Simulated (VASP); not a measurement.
All values below come from PBE GGA, VASP's PBE PAW potentials (set 64) (plane waves; VASP).

The input files of a VASP run:

File KPOINTS:
```
Automatic mesh
0
Gamma
6 6 6
0 0 0
```

**INCAR**
```
# general
SYSTEM  = Ta3Cu
PREC    = Accurate
ENCUT   = 300
LREAL   = F
LASPH   = T

# electronic loop
EDIFF   = 1E-6
NELM    = 100
ALGO    = Normal
LMAXMIX = 6

# smearing
ISMEAR  = -1
SIGMA   = 0.1

# functional
GGA     = PE

# ions
ISIF    = 2

# output
LWAVE   = F
LCHARG  = F
```

POSCAR:
```
Ta3Cu
1
    0.0000000000     3.4777930000     3.4777930000
    3.4777930000     0.0000000000     3.4777930000
    3.4777930000     3.4777930000     0.0000000000
Cu Ta
1 3
Direct
  0.0000000000   0.0000000000   0.0000000000
  0.5000000000   0.5000000000   0.5000000000
  0.2500000000   0.2500000000   0.2500000000
  0.7500000000   0.7500000000   0.7500000000
```

POTCAR, in this order: Cu Ta_pv (PBE.64 set). Program: vasp_std.

Output of the run:

OUTCAR:
```
 ion  position               nearest neighbor table
   1  0.000  0.000  0.000-   4 3.01   4 3.01   4 3.01   3 3.01   4 3.01   3 3.01   3 3.01   3 3.01
  LATTYP: Found a face centered cubic cell.
 ALAT       =     6.9555860000
 Subroutine PRICEL returns:
 Original cell was already a primitive cell.
 Subroutine GETGRP returns: Found 48 space group operations
The static configuration has the point symmetry O_h .
The dynamic configuration has the point symmetry O_h .
 Subroutine INISYM returns: Found 48 space group operations
 Subroutine IBZKPT returns following result:
 Found     16 irreducible k-points:

 Following reciprocal coordinates:
            Coordinates               Weight
  0.000000  0.000000  0.000000      1.000000
  0.166667  0.000000  0.000000      8.000000
  0.333333  0.000000  0.000000      8.000000
  0.500000  0.000000  0.000000      4.000000
  0.166667  0.166667  0.000000      6.000000
  0.333333  0.166667  0.000000     24.000000
  0.500000  0.166667  0.000000     24.000000
 -0.333333  0.166667  0.000000     24.000000
 -0.166667  0.166667  0.000000     12.000000
  0.333333  0.333333  0.000000      6.000000
  0.500000  0.333333  0.000000     24.000000
 -0.333333  0.333333  0.000000     12.000000
  0.500000  0.500000  0.000000      3.000000
  0.500000  0.333333  0.166667     24.000000
 -0.333333  0.333333  0.166667     24.000000
 -0.333333  0.500000  0.166667     12.000000
   k-points           NKPTS =     16   k-points in BZ     NKDIM =     16   number of bands    NBANDS=     26
   number of dos      NEDOS =    301   number of ions     NIONS =      4
   total plane-waves  NPLWV =  21952
   dimension x,y,z NGX =    28 NGY =   28 NGZ =   28
   dimension x,y,z NGXF=    56 NGYF=   56 NGZF=   56
   ions per type =               1   3
   PREC   = accura    normal or accurate (medium, high low for compatibility)
   ISTART =      0    job   : 0-new  1-cont  2-samecut
   ICHARG =      2    charge: 1-file 2-atom 10-const
   ISPIN  =      1    spin polarized calculation?
   LNONCOLLINEAR =      F non collinear calculations
   LSORBIT =      F    spin-orbit coupling
   INIWAV =      1    electr: 0-lowe 1-rand  2-diag
   ENCUT  =  300.0 eV  22.05 Ry    4.70 a.u.   6.95  6.95  6.95*2*pi/ulx,y,z
   NELM   =    100;   NELMIN=  2; NELMDL= -5     # of ELM steps
   EDIFF  = 0.1E-05   stopping-criterion for ELM
   LREAL  =      F    real-space projection
   NLSPLINE    = F    spline interpolate recip. space projectors
   LMAXMIX     =    6 max onsite mixed and CHGCAR
   VOSKOWN=      0    Vosko Wilk Nusair interpolation
   EDIFFG = 0.1E-04   stopping-criterion for IOM
   NSW    =      0    number of steps for IOM
   NBLOCK =      1;   KBLOCK =      1    inner block; outer block
   IBRION =     -1    ionic relax: 0-MD 1-quasi-New 2-CG
   NFREE  =      0    steps in history (QN), initial steepest desc. (CG)
   ISIF   =      2    stress and relaxation
   ISYM   =      2    0-nonsym 1-usesym 2-fastsym
   TEIN   =    0.0    initial temperature
   TEBEG  =    0.0;   TEEND  =   0.0 temperature during run
   SMASS  =  -3.00    Nose mass-parameter (am)
   PSTRESS=    0.0 pullay stress
   NELECT =      44.0000    total number of electrons
   EFERMI =   0.00;   METHOD = LEGACY
   ISMEAR =    -1;   SIGMA  =   0.10  broadening in eV -4-tet -1-fermi 0-gaus
   IALGO  =     38    algorithm
   LDIAG  =      T    sub-space diagonalisation (order eigenvalues)
   IMIX   =      4    mixing-type and parameters
     AMIX     =   0.40;   BMIX     =  1.00
     AMIX_MAG =   1.60;   BMIX_MAG =  1.00
     AMIN     =   0.10
   GGA     = PE    functional components
   VOSKOWN =     0    Vosko Wilk Nusair interpolation
   LHFCALC =     F    Hartree Fock is set to
   LHFONE  =     F    Hartree Fock one center treatment
...
```

OSZICAR:
```
       N       E                     dE             d eps       ncg     rms          rms(c)
DAV:   1     0.315837883658E+03    0.31584E+03   -0.18108E+04   888   0.127E+03
DAV:   2    -0.200419958437E+02   -0.33588E+03   -0.33120E+03   862   0.393E+02
DAV:   3    -0.396949398327E+02   -0.19653E+02   -0.18646E+02  1132   0.843E+01
DAV:   4    -0.408318828751E+02   -0.11369E+01   -0.11108E+01  1184   0.186E+01
DAV:   5    -0.408733116426E+02   -0.41429E-01   -0.41202E-01  1214   0.343E+00    0.246E+01
DAV:   6    -0.475574677081E+02   -0.66842E+01   -0.20895E+02   918   0.272E+02    0.178E+01
DAV:   7    -0.381789102806E+02    0.93786E+01   -0.33919E+01   996   0.528E+01    0.858E+00
DAV:   8    -0.413136618887E+02   -0.31348E+01   -0.28697E+01  1174   0.769E+01    0.313E+01
DAV:   9    -0.375929603389E+02    0.37207E+01   -0.10517E+02  1094   0.945E+01    0.637E+00
DAV:  10    -0.369076878319E+02    0.68527E+00   -0.39797E+00  1148   0.278E+01    0.164E+00
DAV:  11    -0.370359547275E+02   -0.12827E+00   -0.55879E-01  1258   0.976E+00    0.288E+00
DAV:  12    -0.369052272533E+02    0.13073E+00   -0.30664E-01  1132   0.112E+01    0.899E-01
DAV:  13    -0.368977685252E+02    0.74587E-02   -0.64133E-02  1272   0.293E+00    0.248E-01
DAV:  14    -0.368971945704E+02    0.57395E-03   -0.86640E-03  1306   0.115E+00    0.786E-02
DAV:  15    -0.368975552241E+02   -0.36065E-03   -0.18253E-03  1288   0.832E-01    0.175E-01
DAV:  16    -0.368971807530E+02    0.37447E-03   -0.13714E-03  1166   0.703E-01    0.357E-02
DAV:  17    -0.368971739114E+02    0.68416E-05   -0.23261E-04  1150   0.214E-01    0.129E-02
DAV:  18    -0.368971737134E+02    0.19803E-06   -0.23281E-05  1044   0.423E-02    0.633E-03
DAV:  19    -0.368971737321E+02   -0.18767E-07   -0.65545E-07   558   0.468E-03
   1 F= -.36897174E+02 E0= -.36815382E+02  d E =-.163583E+00
```

File OUTCAR:
```
------------------------ aborting loop because EDIFF is reached ----------------------------------------
  FORCE on cell =-STRESS in cart. coord.  units (eV):
  Direction    XX          YY          ZZ          XY          YZ          ZX
  --------------------------------------------------------------------------------------
  Total      -13.5362122    -13.5362122    -13.5362122      0.0000000      0.0000000     -0.0000000
  in kB     -257.7902895   -257.7902895   -257.7902895      0.0000000      0.0000000     -0.0000000
  external PRESSURE =    -257.7902895 kB  Pullay stress =       0.0000000 kB
  volume of cell :       84.13
      direct lattice vectors                 reciprocal lattice vectors
     0.000000000  3.477793000  3.477793000    -0.143769339  0.143769339  0.143769339
     3.477793000  0.000000000  3.477793000     0.143769339 -0.143769339  0.143769339
     3.477793000  3.477793000  0.000000000     0.143769339  0.143769339 -0.143769339
 POSITION                                       TOTAL-FORCE (eV/Angst)
 -----------------------------------------------------------------------------------
      0.00000      0.00000      0.00000        -0.000000     -0.000000     -0.000000
      3.47779      3.47779      3.47779        -0.000000     -0.000000     -0.000000
      1.73890      1.73890      1.73890        -0.000000     -0.000000     -0.000000
      5.21669      5.21669      5.21669         0.000000      0.000000      0.000000
 -----------------------------------------------------------------------------------
    total drift:                                0.000000     -0.000000      0.000000
  FREE ENERGIE OF THE ION-ELECTRON SYSTEM (eV)
  ---------------------------------------------------
  free  energy   TOTEN  =       -36.8971737321 eV

  energy  without entropy=      -36.7335903580  energy(sigma->0) =      -36.81538205
```
(Selected blocks of OUTCAR.)

### OUTCAR
```
 val. band max:        4.1108716528   @ k =   0.5000   0.1667   0.0000

 cond. band min:       4.1625319547   @ k =   0.5000   0.0000   0.0000


 Fermi energy:         4.1170245619

 k-point     1 :       0.0000    0.0000    0.0000
  band No.  band energies     occupation
      1     -30.6027      2.00000
      2     -30.6027      2.00000
      3     -30.6027      2.00000
      4     -30.5517      2.00000
      5     -30.5517      2.00000
      6     -30.5517      2.00000
      7     -29.7144      2.00000
      8     -29.7144      2.00000
      9     -29.7144      2.00000
     10      -3.1645      2.00000
     11       0.8892      2.00000
     12       0.8892      2.00000
     13       1.3979      2.00000
     14       1.3979      2.00000
     15       1.3979      2.00000
     16       2.4925      2.00000
     17       2.4925      2.00000
     18       2.4925      2.00000
     19       2.9049      1.99999
     20       2.9049      1.99999
     21       3.8279      1.89483
     22       3.8279      1.89483
     23       3.8279      1.89483
     24       7.1558      0.00000
     25       7.1558      0.00000
     26       7.1560      0.00000

 k-point     2 :       0.1667    0.0000    0.0000
  band No.  band energies     occupation
      1     -30.6152      2.00000
      2     -30.6042      2.00000
      3     -30.6042      2.00000
      4     -30.5536      2.00000
      5     -30.5536      2.00000
      6     -30.5373      2.00000
      7     -29.7184      2.00000
      8     -29.7109      2.00000
      9     -29.7109      2.00000
     10      -2.8167      2.00000
     11       1.0098      2.00000
     12       1.0098      2.00000
     13       1.3049      2.00000
     14       1.3947      2.00000
     15       1.3947      2.00000
     16       2.1208      2.00000
     17       2.3845      2.00000
     18       2.3845      2.00000
     19       3.1594      1.99986
     20       3.1594      1.99986
     21       3.6439      1.98253
     22       3.7623      1.94401
...
```

At this cut-off the stress carries a Pulay error, which pulls relaxed volumes low. Unless said otherwise, spin-orbit coupling is left out, though it shifts the bands of the heavy elements here.

The structure was generated: Ta3Cu was put into an ordered model structure, which need not be its known phase. The cell was not relaxed at this level.
